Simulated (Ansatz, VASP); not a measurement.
# In2S in two plane-wave programs

One calculation is typed for both programs; each brings its own data sets. How far apart do they land? The cell is generated by rule, not measured, and may not be a known phase. The cell is taken from a series of runs on this material, whose earlier steps may have relaxed, scaled, displaced or heated it; both programs get it as it stands.

Calculated with Ansatz 0.2.0; plane waves, with VASP 6.6.1 beside it; zone-centre phonons at PBEsol.

The structure was built from a prototype and need not be the compound's stable phase.

## Step 1: Starting point

It takes space group Cmmm (No. 65, orthorhombic). Conventional cell: a = 5.935 Å, b = 6.927 Å, c = 3.885 Å, α = 90.00°, β = 90.00°, γ = 90.00°. Nearest to S lie 4 In at 2.68 Å. Nearest to In lie 2 S at 2.68 Å and 2 In at 2.98 Å. Farther neighbours and most contacts between anions are not listed.

## Step 2: Ansatz: zone-centre phonons, PBEsol

Ansatz runs on its default PAW (the set named soft_2) files.

Second derivatives magnify differences that forces hide, and they need a tight electronic threshold.

File input.yaml:

```yaml
crystal:
  lattice:
    - [2.9676198659, -3.46357192, 0.0]
    - [2.9676198659, 3.46357192, 0.0]
    - [0.0, 0.0, 3.8851958978]
  atoms:
    - { symbol: S, position: [0.5, 0.5, 0.0] }
    - { symbol: In, position: [0.2331131611, 0.7668868389, 0.5] }
    - { symbol: In, position: [0.7668868389, 0.2331131611, 0.5] }
kpoints:
  mp_grid: { grid: [8, 8, 10] }
hamiltonian:
  xc: pbesol
scf:
  occupations: { method: methfessel_paxton, width: 0.15 }
output:
  eigenvalues: true
phonons:
  method: dfpt
```

On the command line:

```sh
ansatz run input.yaml --threads 4 --pin off --max-ram 7168MiB --backend cpu --events-out ev --progress --plain --runs-dir out
```

Numbers of over 12 decimals in the logs are rounded to 6 here.

The program printed:

```text
zone centre: on kpoints.mp_grid the ground state, and the responses unless they are solved on pairs of k-points, stand on 126 of the mesh's 640 k-points, reduced under 4 symmetry operations, with k and −k counted as one. Each operation leaves every solved displacement unchanged or reverses it
Engine: ansatz 0.2.0, x86_64-unknown-linux-gnu
Pseudopotentials: kind: paw
Pseudopotential: S, paw, valence charge 6, recommended cutoff 420 eV (normal), S.paw.azcp
Pseudopotential: In, paw, valence charge 13, recommended cutoff 420 eV (normal), In.paw.azcp
Functional definition: PBEsol
  exchange = pbesol_x
  correlation = pbesol_c
Crystal: 3 atoms, lattice volume = 79.868 Å³
Basis set: ecut = 420 eV, 1547 PW (Γ), exchange–correlation on 64×64×54 points (8 copies of the dense FFT grid, shifted against one another)
Bands: 20, of which v1, the nominal top of the filled ones, is band 16 counted from 1 (15 counted from 0)
Symmetry: 8 space group operations
k-points: 126 of 640 (irreducible under 4 space group operations, time reversal used)
Non-local potential: S, projectors of the file, l = 0: 2, l = 1: 2, l = 2: 2
Non-local potential: In, projectors of the file, l = 0: 2, l = 1: 2, l = 2: 2, l = 3: 2
PAW form: soft (Blöchl's): semilocal exchange-correlation on the pseudo side does not see the compensation charge
PAW frozen core: S, regenerated for the run's functional, and the local potential with it (the file was generated under x = pbe(κ = 0.804, μ = 0.219515), c = pbe(β = 0.066725))
PAW frozen core: In, regenerated for the run's functional, and the local potential with it (the file was generated under x = pbe(κ = 0.804, μ = 0.219515), c = pbe(β = 0.066725))
PAW one-centre angular grid: S, 110 points (default); XC on 64 Gauss nodes
PAW one-centre angular grid: In, 590 points (default); XC on 64 Gauss nodes
Initial density: superposition of atomic densities (neutral atoms: chi_scale 0, normalization atom), corrected by the library's trained network
Initial wavefunctions: pseudopotential atomic-orbital guess
Functional: x = pbesol(κ = 0.804, μ = 0.123457), c = pbesol(β = 0.046)
SCF iter   1: F=—  HF=-11936.228608 eV  |F-HF|=—  |Δ(HF+E_count)|=         —  Δρ=5.53e-3  dr2=3.71e-2  ethr=1.77e-3  ⟨swp⟩=5.6  Hψ=12081  notcnv=0
preconditioner: auto → Kerker (q_TF=auto, 2.343 Å⁻¹)  [metal: Δε(μ)=0.011 eV  Ē_g=13.840 eV  σ=0.150 eV  W_gap=0.06  n_scr=18 (ndim 8)  ℏωp=23.5 eV  f_vac=0.005  D(μ)=0.96/eV (n_scr^D=4)]
SCF iter   2: F=—  HF=-11936.217889 eV  |F-HF|=—  |Δ(HF+E_count)|=   1.07e-2  S|Δr|=    0.00e0  Δρ=2.68e-3  dr2=7.42e-3  ethr=1.16e-4  ⟨swp⟩=1.0  Hψ=3528  notcnv=0
SCF iter   3: F=—  HF=-11936.215846 eV  |F-HF|=—  |Δ(HF+E_count)|=   2.04e-3  S|Δr|=    0.00e0  Δρ=5.94e-4  dr2=3.51e-4  ethr=2.32e-5  ⟨swp⟩=3.0  Hψ=4644  notcnv=0
SCF iter   4: F=—  HF=-11936.215810 eV  |F-HF|=—  |Δ(HF+E_count)|=   3.54e-5  S|Δr|=    0.00e0  Δρ=2.41e-4  dr2=8.05e-5  ethr=1.10e-6  ⟨swp⟩=2.1  Hψ=4551  notcnv=0
SCF iter   5: F=—  HF=-11936.215814 eV  |F-HF|=—  |Δ(HF+E_count)|=   3.56e-6  S|Δr|=    0.00e0  Δρ=7.53e-5  dr2=8.57e-6  ethr=2.51e-7  ⟨swp⟩=2.0  Hψ=3124  notcnv=0
SCF iter   6: F=—  HF=-11936.215817 eV  |F-HF|=—  |Δ(HF+E_count)|=   2.95e-6  S|Δr|=    0.00e0  Δρ=1.92e-5  dr2=6.10e-7  ethr=2.68e-8  ⟨swp⟩=2.0  Hψ=3053  notcnv=0
SCF iter   7: F=—  HF=-11936.215817 eV  |F-HF|=—  |Δ(HF+E_count)|=   1.67e-7  S|Δr|=    0.00e0  Δρ=5.24e-6  dr2=4.06e-8  ethr=1.90e-9  ⟨swp⟩=2.0  Hψ=3148  notcnv=0
SCF iter   8: F=—  HF=-11936.215817 eV  |F-HF|=—  |Δ(HF+E_count)|=   6.07e-9  S|Δr|=    0.00e0  Δρ=1.77e-6  dr2=3.34e-9  ethr=1.27e-10  ⟨swp⟩=2.9  Hψ=4452  notcnv=0
SCF iter   9: F=—  HF=-11936.215817 eV  |F-HF|=—  |Δ(HF+E_count)|=   1.01e-9  S|Δr|=    0.00e0  Δρ=6.21e-7  dr2=6.32e-10  ethr=1.04e-11  ⟨swp⟩=2.0  Hψ=4462  notcnv=0
SCF iter  10: F=—  HF=-11936.215817 eV  |F-HF|=—  |Δ(HF+E_count)|=  1.38e-10  S|Δr|=    0.00e0  Δρ=2.02e-7  dr2=7.51e-11  ethr=1.98e-12  ⟨swp⟩=3.0  Hψ=4650  notcnv=0
SCF iter  11: F=-11936.215817 eV  HF=-11936.215817 eV  |F-HF|=0.00e0  |Δ(HF+E_count)|=  1.82e-11  S|Δr|=    0.00e0  Δρ=8.20e-8  dr2=7.56e-12  ethr=1.00e-12  ⟨swp⟩=6.0  Hψ=11288  notcnv=0
SCF 1 converged in 11 iterations: F = -11936.215817 eV  dr2 = 7.56e-12
  greatest PAW one-centre occupation: 0.983 electrons in one spin orbital (limit 2), on the In atom at site 2 (counted from 0), in its partial waves of l = 2
DFPT response loops at Γ: preconditioner auto → Kerker (q_TF=auto, 2.343 Å⁻¹) (partly filled bands, converged f_vac=0.004); β = 1.00, the filter's whole step (`scf.mixing.beta` (0.50) is not read by the response loops under this deck's `scf.mixing.preconditioner`; to damp them name `kerker` or `kerker_dos`, under which they read `scf.mixing.beta`, and type it under 1.00, their step now; both keys bind the ground state too); Broyden in place of MSR1
SCF converged after 11 iterations
Stability not checked: this state was not tested for a lower state beside it, because cold or Methfessel-Paxton smearing, or corrected tetrahedra, fill the levels in a way that the test cannot read (fill_not_monotonic; see scf.lower_state_search)
Free energy (F): -11936.215817 eV
Harris-Foulkes:  -11936.215817 eV  (|F-HF|=0.00e0)
Internal energy: -11936.215246 eV  (E = F + TS)
E sigma→0 (E₀):  -11936.215674 eV
Entropy (-TS):   -0.000571 eV (-0.190 meV/atom)
Fermi energy:    7.493460 eV
--- Per-component energies (eV) ---
  E_band       = -103.661461
  E_kinetic    = 589.165097
  E_local      = -2618.031963  (includes V_loc(G=0)·N_el)
  E_nonlocal   = 764.258519
  E_hartree    = 1025.333066
  E_xc         = -523.586829
  E_vxc        = -287.340879  (∫ρ·V_xc dr)
  E_paw        = -8747.162816  (= ΣΔE_a)
  E_vpaw       = -602.378442  (= ΣTr[D̂ρ^β])
  E_aug_tail   = 0.000052  (compensation charges beyond the density's cutoff)
  E_ewald      = -2426.724125
  E_core_change = 0.533754  (= ΣΔE_core)
  E_smearing   = -0.000571  (= −TS)
  E_closure    = 0.000000  (closes the sum)
  Σ components = -11936.215817   (vs F -11936.215817, Δ=0.00e0)
--- Band table (eV; the first three rows and the last of 126) ---
  k-point 0: bands = [... 12 lower, 3.1891, 4.8464, 5.4000, 6.8164, 9.3686, 9.3950, 12.8675, 13.3840]
  k-point 1: bands = [... 12 lower, 3.2683, 4.7454, 5.4285, 6.9010, 9.3335, 9.8246, 11.8259, 12.9019]
  k-point 2: bands = [... 12 lower, 3.4996, 4.7090, 5.5062, 7.1407, 9.0135, 10.4102, 10.8996, 12.1106]
  k-point 125: bands = [... 12 lower, 3.0576, 3.2351, 5.2166, 5.3617, 6.0995, 8.6260, 12.4020, 13.8917]
--- Phonons (Γ-DFPT): 6 representative perturbations + reference, on 126 of 640 k-points (Σ response iterations 18) ---
  k mesh reduced under 4 symmetry operations, with k and −k counted as one. Each operation leaves every solved displacement unchanged or reverses it
  ASR residual: 7.464e-5 → 0.000e0 eV/Å²; symmetrization residual: 5.683e-6 eV/Å²
  ASR residual per site (eV/Å²): 7.46e-5 6.89e-5 6.89e-5
  Γ frequencies (cm⁻¹): -33.61 0.00 0.00 0.00 67.36 107.33 135.34 187.43 203.45
  non-analytic LO–TO correction: not included (Born effective charges unavailable; polar crystals: no LO–TO splitting at Γ)
```

Reading the cycles: dr2 is the Hartree energy of the density residual (eV), the measure of convergence; HF is the Harris–Foulkes estimate of the energy, which meets the free energy F at convergence.

(Continued in part 2 of 2.)

[Lines on the potential files, build, host, timing and source positions are cut from VASP's logs without a mark.]

[Logs are printed without paths, hosts, clocks, repeated set-up lines and the standing remarks that a program may print on its own settings, such as how far it seeks lower states.]

[Hosts, paths, dates, database ids (printed as entryN), source tags and the programs' standing remarks are cut or masked in the printed files.]
